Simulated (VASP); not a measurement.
# FeBS4 (I4_1/amd) in VASP: single point with r2SCAN

Aim: the single point of FeBS4 with r2SCAN.

All numbers are computed with VASP 6.6.1; they aren't measurements. Logs are shortened: lines on timing, memory, paths and dates and some standing lists are left out, and cuts for length are marked.

## Step 1: The crystal as given

It takes space group I4_1/amd (No. 141, tetragonal). Conventional cell: a = 7.563 Å, b = 7.563 Å, c = 6.665 Å, α = 90.00°, β = 90.00°, γ = 90.00°. Fe (site symmetry -4m2) is surrounded by 8 S at 2.48 to 2.55 Å. B (site symmetry -4m2) is surrounded by 4 S at 1.79 Å. S (site symmetry m) is surrounded by 1 B at 1.79 Å.

The cell was built by a generator and needn't be a form met in nature.

## Step 2: Single point, r2SCAN

File POSCAR:

```
FeBS4
1.0
   -3.7815701400      3.7815701400      3.3324025200
    3.7815701400     -3.7815701400      3.3324025200
    3.7815701400      3.7815701400     -3.3324025200
Fe B S
2 2 8
Direct
    0.8750000000      0.1250000000      0.7500000000
    0.1250000000      0.8750000000      0.2500000000
    0.6250000000      0.3750000000      0.2500000000
    0.3750000000      0.6250000000      0.7500000000
    0.2706000000      0.1994000000      0.0712000000
    0.1994000000      0.6282000000      0.9288000000
    0.6282000000      0.1994000000      0.4288000000
    0.1994000000      0.2706000000      0.5712000000
    0.7294000000      0.8006000000      0.9288000000
    0.8006000000      0.7294000000      0.4288000000
    0.3718000000      0.8006000000      0.5712000000
    0.8006000000      0.3718000000      0.0712000000
```

File INCAR.step1:

```
PREC = Accurate ; ENCUT = 520
ISMEAR = 0 ; SIGMA = 0.0215
LREAL = False ; LASPH = True
NELM = 100 ; NBANDS = 47
GGA = PE ; ALGO = Normal
EDIFF = 1E-4 ; LWAVE = True
LCHARG = False
```

File INCAR.step2:

```
PREC = Accurate ; ENCUT = 520
EDIFF = 1E-6 ; ISMEAR = 0
SIGMA = 0.0215 ; LREAL = False
LASPH = True ; NELM = 100
ALGO = Normal ; ISIF = 2
LWAVE = False ; LCHARG = True
METAGGA = R2SCAN ; LMIXTAU = True
LELF = True ; LVHAR = True
NBANDS = 47 ; ISTART = 1
```

File KPOINTS:

```
Automatic mesh
0
Gamma
  5 5 5
```

Potentials or basis: VASP PAW PBE potentials, release 64 (Fe, B, S).

The run is started by

```console
cat potpaw_PBE.64/Fe/POTCAR potpaw_PBE.64/B/POTCAR potpaw_PBE.64/S/POTCAR > POTCAR
cp INCAR.step1 INCAR
mpirun -np 1 vasp_std > vasp.out
cp INCAR.step2 INCAR
mpirun -np 1 vasp_std > vasp.out
```

OUTCAR:

```text
PREC = Accurate
   ENCUT = 520
   EDIFF = 1E-6
   ISMEAR = 0
   LREAL = False
   LASPH = True
   NELM = 100
   ISIF = 2
   METAGGA = R2SCAN
   ISTART = 1

 ion  position               nearest neighbor table
   1  0.875  0.125  0.750-   7 2.48  12 2.48  10 2.48   5 2.48   6 2.55  11 2.55   9 2.55   8 2.55

   2  0.125  0.875  0.250-   6 2.48  11 2.48   9 2.48   8 2.48   7 2.55  12 2.55   5 2.55  10 2.55

   3  0.625  0.375  0.250-   5 1.79  10 1.79   7 1.79  12 1.79
   4  0.375  0.625  0.750-   8 1.79   9 1.79   6 1.79  11 1.79
   5  0.271  0.199  0.071-   3 1.79   1 2.48   2 2.55   7 2.70
   6  0.199  0.628  0.929-   4 1.79   2 2.48   1 2.55   8 2.70
   7  0.628  0.199  0.429-   3 1.79   1 2.48   2 2.55   5 2.70
   8  0.199  0.271  0.571-   4 1.79   2 2.48   1 2.55   6 2.70
   9  0.729  0.801  0.929-   4 1.79   2 2.48   1 2.55  11 2.70
  10  0.801  0.729  0.429-   3 1.79   1 2.48   2 2.55  12 2.70
  11  0.372  0.801  0.571-   4 1.79   2 2.48   1 2.55   9 2.70
  12  0.801  0.372  0.071-   3 1.79   1 2.48   2 2.55  10 2.70

  LATTYP: Found a body centered tetragonal cell.
 ALAT       =     7.5631402800
 C/A-ratio  =     0.8812219255

  Lattice vectors:

 A1 = (  -3.7815701400,   3.7815701400,   3.3324025200)
 A2 = (   3.7815701400,  -3.7815701400,   3.3324025200)
 A3 = (   3.7815701400,   3.7815701400,  -3.3324025200)

Analysis of symmetry for initial positions (statically):
=====================================================================
 Subroutine PRICEL returns:
 Original cell was already a primitive cell.

 Routine SETGRP: Setting up the symmetry group for a
 body centered tetragonal supercell.

 Subroutine GETGRP returns: Found 16 space group operations
 (whereof  4 operations were pure point group operations)
 out of a pool of 16 trial point group operations.

The static configuration has the point symmetry C_2h.
 The point group associated with its full space group is D_4h.

Analysis of symmetry for dynamics (positions and initial velocities):
=====================================================================
 Subroutine PRICEL returns:
 Original cell was already a primitive cell.

 Routine SETGRP: Setting up the symmetry group for a
 body centered tetragonal supercell.

 Subroutine GETGRP returns: Found 16 space group operations
[... 124 lines left out ...]
   ISYM   =      2    0-nonsym 1-usesym 2-fastsym
   POTIM  = 0.5000    time-step for ionic-motion
   TEBEG  =    0.0;   TEEND  =   0.0 temperature during run
   PSTRESS=    0.0 pullay stress
   NELECT =      70.0000    total number of electrons
   NUPDOWN=      -1.0000    fix difference up-down
   EMIN   =  10.00;   EMAX   =-10.00  energy-range for DOS
   EFERMI =   0.00;   METHOD = LEGACY
   ISMEAR =     0;   SIGMA  =   0.02  broadening in eV -4-tet -1-fermi 0-gaus
   EFERMI_NEDOS =   21; number of points for ismear=-14 and -15
   IALGO  =     38    algorithm
   IMIX   =      4    mixing-type and parameters
     AMIX     =   0.40;   BMIX     =  1.00
     AMIX_MAG =   1.60;   BMIX_MAG =  1.00
  volume/ion in A,a.u.               =      15.88       107.20
  Fermi-wavevector in a.u.,A,eV,Ry     =   1.172340  2.215401 18.699590  1.374381
  Thomas-Fermi vector in A             =   2.308770
   LORBIT       =      0    0 simple, 1 ext, 2 COOP (PROOUT), +10 PAW based schemes
   METAGGA = R2SCAN    functional components
   LHFCALC =     F    Hartree Fock is set to
   AEXX    =    0.0000 exact exchange contribution
   IVDW    =     0    specifies the selected vdW correction
   LEPSILON=     F    determine dielectric tensor
   LRPA    =     F    only Hartree local field effects (RPA)
 non-spin polarized calculation
 Gauss-broadening in eV      SIGMA  =   0.02
  energy-cutoff  :      520.00
  volume of cell :      190.62
 maximum number of plane-waves:      5152
   NGX = 23   NGY = 23   NGZ = 23

 number of electron      70.0000017 magnetization

 Free energy of the ion-electron system (eV)
  ---------------------------------------------------
  ext. energy  EPLUGINS =         0.00000000
  ---------------------------------------------------
  free energy    TOTEN  =      -102.49867152 eV

  energy without entropy =     -102.49458956  energy(sigma->0) =     -102.49663054

 E-fermi :   4.9510     XC(G=0): -10.9579

 val. band max:        4.9402343595   @ k =  -0.4000  -0.4000   0.2000
 cond. band min:       4.9635413894   @ k =  -0.4000   0.4000   0.4000
 fundamental gap:      0.0233070298
 Fermi energy:         4.9510250592

 k-point     1 :       0.0000    0.0000    0.0000
  band No.  band energies     occupation
      1     -11.9122      2.00000
      2     -10.6752      2.00000
      3      -9.1332      2.00000
      4      -8.8279      2.00000
      5      -8.4333      2.00000
      6      -8.4333      2.00000
[... 889 lines left out ...]
     46      10.7967      0.00000
     47      11.3710      0.00000

------------------------ aborting loop because EDIFF is reached ----------------------------------------

  FORCE on cell =-STRESS in cart. coord.  units (eV):
  Direction    XX          YY          ZZ          XY          YZ          ZX
  --------------------------------------------------------------------------------------
  -------------------------------------------------------------------------------------
  Total        2.2051263      2.2051263      5.9887463      0.0000000     -0.0000000      0.0000000
  in kB       18.5345602     18.5345602     50.3366993      0.0000000     -0.0000000      0.0000000
  external PRESSURE =      29.1352733 kB  Pullay stress =       0.0000000 kB

 VOLUME and BASIS-vectors are now :
 -----------------------------------------------------------------------------
  energy-cutoff  :      520.00
  volume of cell :      190.62
      direct lattice vectors                 reciprocal lattice vectors
    -3.781570140  3.781570140  3.332402520     0.000000000  0.132220211  0.150041898
     3.781570140 -3.781570140  3.332402520     0.132220211  0.000000000  0.150041898
     3.781570140  3.781570140 -3.332402520     0.132220211  0.132220211  0.000000000

 POSITION                                       TOTAL-FORCE (eV/Angst)
 -----------------------------------------------------------------------------------
      0.00000      5.67236      0.83310        -0.000000      0.000000      0.000000
      3.78157     -1.89079      2.49930        -0.000000      0.000000      0.000000
     -0.00000      1.89079      2.49930        -0.000000      0.000000      0.000000
      3.78157      1.89079      0.83310        -0.000000      0.000000      0.000000
     -0.00000      0.53850      1.32896        -0.000000     -1.251408     -2.696927
      5.13386      1.89079     -0.33724         1.251408      0.000000     -2.696927
     -0.00000      3.24307      1.32896        -0.000000      1.251408     -2.696927
      2.42928      1.89079     -0.33724        -1.251408      0.000000     -2.696927
      3.78157      3.24307      2.00344        -0.000000      1.251408      2.696927
      1.35229      1.89079      3.66964         1.251408      0.000000      2.696927
      3.78157      0.53850      2.00344        -0.000000     -1.251408      2.696927
     -1.35229      1.89079      3.66964        -1.251408      0.000000      2.696927
 -----------------------------------------------------------------------------------
    total drift:                                0.000000      0.000000      0.000000

  FREE ENERGIE OF THE ION-ELECTRON SYSTEM (eV)
  ---------------------------------------------------
  free  energy   TOTEN  =      -102.4986715235 eV

  energy  without entropy=     -102.4945895596  energy(sigma->0) =     -102.49663054
```

OUTCAR.step1:

```text
PREC = Accurate
   ENCUT = 520
   ISMEAR = 0
   LREAL = False
   LASPH = True
[... 1156 lines left out ...]
      3.78157      3.24307      2.00344         0.000000      1.246347      2.531811
      1.35229      1.89079      3.66964         1.246347     -0.000000      2.531811
      3.78157      0.53850      2.00344        -0.000000     -1.246347      2.531811
     -1.35229      1.89079      3.66964        -1.246347     -0.000000      2.531811
 -----------------------------------------------------------------------------------
    total drift:                                0.000000      0.000000      0.000000

  FREE ENERGIE OF THE ION-ELECTRON SYSTEM (eV)
  ---------------------------------------------------
  free  energy   TOTEN  =       -58.7715090362 eV

  energy  without entropy=      -58.7644674916  energy(sigma->0) =      -58.76798826
```

Wall time 9.9 min (1 thread of AMD EPYC 9R45 (Zen 5), shared host); peak memory 0.4 GiB.

Results:

| Item | Value |
| --- | --- |
| Free energy | -102.4987 eV |
| Pressure | 2.9 GPa |
| Largest force | 2.973 eV/Å |
| Band gap on the k mesh | none (metal or under the smearing width) |

Forces on the atoms (eV/Å):
```
Fe   0.000  0.000  0.000
Fe   0.000  0.000  0.000
B    0.000  0.000  0.000
B    0.000  0.000  0.000
S    0.000 -1.251 -2.697
S    1.251  0.000 -2.697
S    0.000  1.251 -2.697
S   -1.251  0.000 -2.697
S    0.000  1.251  2.697
S    1.251  0.000  2.697
S    0.000 -1.251  2.697
S   -1.251  0.000  2.697
```

Levels at points of the mesh, in eV from the Fermi level:
```csv
k point,band 33,band 34,band 35,band 36,band 37,band 38
"(0.00, 0.00, 0.00)",-0.33,-0.16,-0.13,0.13,0.17,0.17
```

Caveat: the PAW data sets were made with another functional, which shifts forces and pressure a little; the run has no spin polarisation, though such a crystal can be magnetic. Spin polarisation is off, so any magnetic state and its effect on volume and gap are missing.
